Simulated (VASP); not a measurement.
VASP runs on CoGa (CsCl type) share one base input (PBE GGA, plane waves, VASP's PBE PAW potentials (set 64)) and change the settings named in each case.

**KPOINTS**
```
Automatic mesh
0
G
11 11 11
0 0 0
```

**INCAR**
```
ALGO = Normal
EDIFF = 1E-6
ENCUT = 400
GGA = PE
ISIF = 2
ISMEAR = 1
LASPH = .TRUE.
LCHARG = .FALSE.
LMAXMIX = 4
LREAL = .FALSE.
LWAVE = .FALSE.
NELM = 100
PREC = Accurate
SIGMA = 0.1
SYSTEM = CoGa
```

File POSCAR:
```
CoGa
1
    2.9376000000     0.0000000000     0.0000000000
    0.0000000000     2.9376000000     0.0000000000
    0.0000000000     0.0000000000     2.9376000000
Ga Co
1 1
Direct
  0.5000000000   0.5000000000   0.5000000000
  0.0000000000   0.0000000000   0.0000000000
```

POTCAR, in this order: Ga_d Co (PBE.64 set). Program: vasp_std.

```
change                                                                              E(σ→0) (eV/atom)  pressure (GPa)  −TS (eV)
----------------------------------------------------------------------------------  ----------------  --------------  --------
base run                                                                                     -5.2182           -9.40    0.0006
LDAU = .TRUE., LDAUJ = 0 0, LDAUL = -1 2, LDAUTYPE = 2, LDAUU = 0 1.0                        -4.7625          -10.52    0.0006
LDAU = .TRUE., LDAUJ = 0 0, LDAUL = -1 2, LDAUTYPE = 2, LDAUU = 0 2.0                        -4.3134          -11.70    0.0003
LDAU = .TRUE., LDAUJ = 0 0, LDAUL = -1 2, LDAUTYPE = 2, LDAUU = 0 3.0                        -3.8719          -12.85    0.0006
LDAU = .TRUE., LDAUJ = 0 0, LDAUL = -1 2, LDAUTYPE = 2, LDAUU = 0 4.0                        -3.4382          -13.94    0.0001
LDAU = .TRUE., LDAUJ = 0 0, LDAUL = -1 2, LDAUTYPE = 2, LDAUU = 0 5.0                        -3.0156          -14.53    0.0004
LDAU = .TRUE., LDAUJ = 0 0, LDAUL = -1 2, LDAUTYPE = 2, LDAUU = 0 6.0                        -2.6050          -15.18    0.0007
LDAU = .TRUE., LDAUJ = 0 0, LDAUL = -1 2, LDAUTYPE = 2, LDAUU = 0 8.0                        -1.8165          -15.85   -0.0002
LDAU = .TRUE., LDAUJ = 0 0, LDAUL = -1 2, LDAUTYPE = 2, LDAUU = 0 5.0, LMAXMIX = 2           -3.0156          -14.58    0.0004
```
 Energies of different potentials or functionals have different zeros.

Left out are runs that ran out of time, are held back, or changed the cell or the kind of run, fixed moments of cells without a moment, rows past the twelfth, gaps on odd meshes, pressures of charged cells and columns that move by less than the noise.

The compound is CoGa in the CsCl type structure. The cell was not relaxed at this level. The run is not spin-polarised, so no magnetic state was tried.
